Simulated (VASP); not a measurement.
# Ir(111), as cut: electronic structure, part 2 of 2

Wanted: what it costs to take an electron out of Ir(111), held as cut.

VASP 6.6.1; LDA; plane waves and PAW (Ir).

So far: Starting point; Vacuum level and density of states.

## Step 2: Vacuum level and density of states (continued)

Electrostatic potential energy in the ca plane at fractional y = 0.000, with atoms of Ir within 0.2 Å of it. With pseudopotentials it is smooth inside the atoms' cores, unlike the true potential.

Values in eV, 5 rows by 16 columns, each cell a mean:
```
  1   3   0  -7 -41 -14   0   2   2   0 -19 -38  -1   8   8   8
-10  -2 -13  -1 -14  -2 -10  -5  -7  -9  -4 -12   4   8   8   8
-16  -5 -19   0  -2   1 -16  -9 -11 -13   1  -1   6   8   8   8
 -6   0  -7  -3 -25  -6  -6  -2  -3  -5  -9 -23   3   8   8   8
  2   4   2  -9 -44 -17   2   3   3   2 -22 -42  -3   7   8   8
```
Columns run along c (16.0 Å, from fractional 0.36 to 0.87 of the cell; values clipped at the 3rd and 97th percentile), rows up along a (2.7 Å). Atoms in or near the plane, at fractional coordinates: Ir at (0.50, 0.00), Ir at (0.71, 0.00).

Only the dipole across the slab is computed (IDIPOL = 3); zeros along the plane are no results.

The map of layer states is cut here 0.5 eV above the Fermi level, so it leaves out the states above that.

The vacuum level lies 5.86 eV above the Fermi level at the upper face; both faces agree, as the slab has next to no dipole.

The program found no field-free point at its default tolerance, but its printed level agrees with the flat part of the planar average.

On this mesh the fine structure of the density of states is sampling noise, and high empty states may be cut by the number of bands.

## Step 3: Derived quantities

This step: slab, LDA; plane waves and PAW (VASP 6.6.1).

Derived from the runs above.

## Step 4: Slab, other settings

This step: LDA; plane waves and PAW (Ir) (VASP 6.6.1).

The run is repeated with some settings moved, to see what they change.

The input, INCAR:

```
SYSTEM = Ir
PREC = Normal
ENCUT = 300
EDIFF = 1E-06
NELM = 120
ISMEAR = 2
SIGMA = 0.5
LREAL = .FALSE.
ALGO = Normal
GGA = CA
NBANDS = 39
LASPH = .TRUE.
LORBIT = 11
LWAVE = .FALSE.
LCHARG = .FALSE.
KPAR = 2
IDIPOL = 3
LDIPOL = .TRUE.
DIPOL = 0.5 0.5 0.5
LVHAR = .TRUE.
LVACPOTAV = .TRUE.
```

The input, POSCAR:

```
Ir
1.0
    2.7152900398      0.0000000000      0.0000000000
    1.3576450199      2.3515101531      0.0000000000
    0.0000000000      0.0000000000     31.3021502021
Ir
7
Direct
    0.0000000000      0.0000000000      0.2875201845
    0.3333333333      0.3333333333      0.3583467896
    0.6666666667      0.6666666667      0.4291733948
    0.0000000000      0.0000000000      0.5000000000
    0.3333333333      0.3333333333      0.5708266052
    0.6666666667      0.6666666667      0.6416532104
    0.0000000000      0.0000000000      0.7124798155
```

The input, KPOINTS:

```
Automatic mesh
0
Gamma
18 18 1
0 0 0
```

The projector-augmented-wave data sets are Ir (LDA family, release 64).

The run is started by

```bash
$ mpirun -np 2 vasp_std
```

The program printed:

```text
[banner, memory and clock lines left out]
running    2 mpi-ranks, on    1 nodes
 distrk:  each k-point on    1 cores,    2 groups
 distr:  one band on    1 cores,    1 groups

 POSCAR found type information on POSCAR Ir
 POSCAR found :  1 types and       7 ions
 LDA part: xc-table for (Slater(with rela. corr.)+CA(PZ))
 , standard interpolation
 POSCAR, INCAR and KPOINTS ok, starting setup
 FFT: planning ... GRIDC
 FFT: planning ... GRID_SOFT
 FFT: planning ... GRID
 WAVECAR not read
 entering main loop
       N       E                     dE             d eps       ncg     rms          rms(c)
DAV:   1     0.485405509542E+03    0.48541E+03   -0.20134E+04  2942   0.949E+02
DAV:   2    -0.331793495196E+02   -0.51858E+03   -0.48333E+03  3147   0.402E+02
DAV:   3    -0.716830378182E+02   -0.38504E+02   -0.35000E+02  3843   0.978E+01
DAV:   4    -0.741554377837E+02   -0.24724E+01   -0.23529E+01  3809   0.241E+01
DAV:   5    -0.743518846620E+02   -0.19645E+00   -0.18617E+00  4119   0.402E+00    0.382E+01
DAV:   6    -0.730522079568E+02    0.12997E+01   -0.22526E+01  4397   0.327E+01    0.258E+01
DAV:   7    -0.166145766557E+03   -0.93094E+02   -0.57891E+02  5728   0.190E+02    0.104E+02
DAV:   8    -0.147833769584E+03    0.18312E+02   -0.11678E+02  4077   0.525E+01    0.939E+01
DAV:   9    -0.836830331668E+02    0.64151E+02   -0.16317E+02  4715   0.713E+01    0.349E+01
DAV:  10    -0.699471063858E+02    0.13736E+02   -0.11507E+02  4805   0.643E+01    0.202E+01
DAV:  11    -0.720974568278E+02   -0.21504E+01   -0.20895E+01  4011   0.231E+01    0.187E+01
DAV:  12    -0.704856678641E+02    0.16118E+01   -0.70077E+00  4968   0.186E+01    0.830E+00
DAV:  13    -0.702775548290E+02    0.20811E+00   -0.79911E-01  4643   0.584E+00    0.766E+00
DAV:  14    -0.702501728023E+02    0.27382E-01   -0.18638E-01  4488   0.416E+00    0.637E+00
DAV:  15    -0.700521507547E+02    0.19802E+00   -0.22839E-01  3917   0.290E+00    0.434E+00
DAV:  16    -0.699734332827E+02    0.78717E-01   -0.26614E-01  4501   0.245E+00    0.255E+00
DAV:  17    -0.699772121156E+02   -0.37788E-02   -0.81438E-02  4292   0.145E+00    0.199E+00
DAV:  18    -0.699792569979E+02   -0.20449E-02   -0.55128E-03  3779   0.601E-01    0.190E+00
DAV:  19    -0.699630788336E+02    0.16178E-01   -0.23710E-02  4209   0.937E-01    0.141E+00
DAV:  20    -0.699507619992E+02    0.12317E-01   -0.15804E-02  5084   0.786E-01    0.932E-01
DAV:  21    -0.699485469132E+02    0.22151E-02   -0.36325E-03  4604   0.362E-01    0.727E-01
DAV:  22    -0.699446949329E+02    0.38520E-02   -0.10281E-02  5364   0.613E-01    0.333E-01
DAV:  23    -0.699439493989E+02    0.74553E-03   -0.28730E-03  4429   0.331E-01    0.121E-01
DAV:  24    -0.699439613562E+02   -0.11957E-04   -0.28899E-04  4540   0.961E-02    0.855E-02
DAV:  25    -0.699440757903E+02   -0.11443E-03   -0.50285E-05  3367   0.376E-02    0.633E-02
DAV:  26    -0.699441849602E+02   -0.10917E-03   -0.52915E-05  3771   0.313E-02    0.349E-02
DAV:  27    -0.699442264967E+02   -0.41536E-04   -0.16237E-05  3570   0.181E-02    0.261E-02
DAV:  28    -0.699442740249E+02   -0.47528E-04   -0.38797E-05  3891   0.390E-02    0.106E-02
DAV:  29    -0.699442902178E+02   -0.16193E-04   -0.29987E-06  2272   0.954E-03    0.154E-02
DAV:  30    -0.699443008009E+02   -0.10583E-04   -0.13027E-06  1831   0.752E-03    0.137E-02
DAV:  31    -0.699443032467E+02   -0.24458E-05   -0.14023E-06  1840   0.599E-03    0.763E-03
DAV:  32    -0.699443065518E+02   -0.33051E-05   -0.18194E-06  2032   0.716E-03    0.261E-03
DAV:  33    -0.699443103476E+02   -0.37958E-05   -0.48826E-07  1616   0.509E-03    0.396E-03
DAV:  34    -0.699443115659E+02   -0.12184E-05   -0.18564E-07  1492   0.320E-03    0.247E-03
DAV:  35    -0.699443134996E+02   -0.19337E-05   -0.35889E-07  1562   0.275E-03    0.896E-04
DAV:  36    -0.699443140124E+02   -0.51273E-06   -0.81320E-08  1478   0.221E-03
 [... a notice as in an earlier step ...]

|                                                                             |
|           W    W    AA    RRRRR   N    N  II  N    N   GGGG   !!!           |
|           W    W   A  A   R    R  NN   N  II  NN   N  G    G  !!!           |
|           W    W  A    A  R    R  N N  N  II  N N  N  G       !!!           |
|           W WW W  AAAAAA  RRRRR   N  N N  II  N  N N  G  GGG   !            |
|           WW  WW  A    A  R   R   N   NN  II  N   NN  G    G                |
|           W    W  A    A  R    R  N    N  II  N    N   GGGG   !!!           |
|                                                                             |
|     Your highest band is occupied at some k-points! Unless you are          |
|     performing a calculation for an insulator or semiconductor, without     |
|     unoccupied bands, you have included TOO FEW BANDS!! Please increase     |
|     the parameter NBANDS in file INCAR to ensure that the highest band      |
|     is unoccupied at all k-points. It is always recommended to include      |
|     a few unoccupied bands to accelerate the convergence of                 |
|     molecular-dynamics runs (even for insulators or semiconductors),        |
|     since the presence of unoccupied bands improves wavefunction            |
|     prediction and helps to suppress 'band-crossings'.                      |
|                                                                             |

   1 F= -.69944314E+02 E0= -.69949949E+02  d E =0.225419E-01
```

Run time: 61 s. Hardware: 2 MPI ranks of Intel Xeon 6975P-C (Granite Rapids), shared host; peak memory 0.37 GiB; 1.8 min of CPU time.

OUTCAR, selected parts (step 4):

```text
The static configuration has the point symmetry D_3d.

 Found     37 irreducible k-points:

   k-points           NKPTS =     37   k-points in BZ     NKDIM =     37   number of bands    NBANDS=     39

   NELECT =      63.0000    total number of electrons

 E-fermi :   2.1136

 k-point     1 :       0.0000    0.0000    0.0000
  band No.  band energies     occupation
    ...
     35       1.5027      2.07148
     36       1.8621      1.88068
     37       2.1210      0.96863
     38       2.1210      0.96863
     39       2.1421      0.87953

 k-point     2 :       0.0556    0.0000    0.0000
  band No.  band energies     occupation
    ...
     34       1.3787      2.02639
     35       1.4987      2.06999
     36       1.5181      2.07718
     37       1.7636      2.04186
     38       2.1274      0.94153
     39       2.4892     -0.06574

  Total       -9.4818032     -9.4818032     -6.8651770      0.0000000      0.0000000      0.0000000
  in kB      -76.0088681    -76.0088681    -55.0332378      0.0000000      0.0000000      0.0000000
  external PRESSURE =     -69.0169913 kB  Pullay stress =       0.0000000 kB

 POSITION                                       TOTAL-FORCE (eV/Angst)
 -----------------------------------------------------------------------------------
      0.00000      0.00000      9.00000         0.000000      0.000000      0.783751
      1.35765      0.78384     11.21703        -0.000000     -0.000000     -0.343391
      2.71529      1.56767     13.43405         0.000000     -0.000000     -0.236836
      0.00000      0.00000     15.65108         0.000000     -0.000000      0.000000
      1.35765      0.78384     17.86810        -0.000000     -0.000000      0.236836
      2.71529      1.56767     20.08513         0.000000      0.000000      0.343391
      0.00000      0.00000     22.30215        -0.000000      0.000000     -0.783751
 -----------------------------------------------------------------------------------
    total drift:                                0.000000      0.000000      0.000000

  FREE ENERGIE OF THE ION-ELECTRON SYSTEM (eV)
  ---------------------------------------------------
  free  energy   TOTEN  =       -69.9443140124 eV

  energy  without entropy=      -69.9668558682  energy(sigma->0) =      -69.94994948

 vacuum level on the upper side and lower side of the slab         7.984         7.984

 total charge
# of ion       s       p       d       tot
------------------------------------------
    1        0.668   0.575   6.906   8.148
    2        0.669   0.725   6.977   8.371
    3        0.677   0.736   6.988   8.401
    4        0.677   0.736   6.996   8.408
    5        0.677   0.736   6.988   8.401
    6        0.669   0.725   6.977   8.371
    7        0.668   0.575   6.906   8.148
--------------------------------------------------
tot          4.703   4.808  48.737  58.249

[... 8 parts as in an earlier step ...]

[... 5 further parts left out ...]
```

Settings moved on purpose: ALGO = Normal, ISMEAR = 2 and SIGMA = 0.5. The run ended without an error; the comparison shows what it cost.

Against the run that it repeats, NBANDS also differs.

The two runs compared:

| quantity | this run | the run it repeats | difference |
| --- | --- | --- | --- |
| energy at zero smearing (eV) | -69.950 | -69.948 | -0.00229 |
| free energy (TOTEN) (eV) | -69.944 | -70.070 | 0.126 |
| Fermi energy (eV) | 2.1136 | 2.119 | -0.00540 |
| electronic cycles | 36 | 35 | 1 |

The total energy moves by -0.3 meV an atom.

## Step 5: Summary of results

```json
{"work function of the slab": "5.86 eV"}
```

**Reading.** The work function is 5.86 eV at both faces. Spin-orbit coupling is left out, which matters for the heavy elements here. No atom was relaxed. The cell in the plane was kept as given and was not relaxed here.

[Lines on the potential files, build, host, timing and source positions are cut from VASP's logs without a mark.]

[Logs are printed without paths, hosts, clocks, repeated set-up lines and the standing remarks that a program may print on its own settings, such as how far it seeks lower states.]

[Hosts, paths, dates, database ids (printed as entryN), source tags and the programs' standing remarks are cut or masked in the printed files.]

[In band tables of VASP the shares of atoms and orbitals are scaled to a sum of 1 inside the atoms' spheres.]

[Runs that stopped without an error message from VASP are left out.]
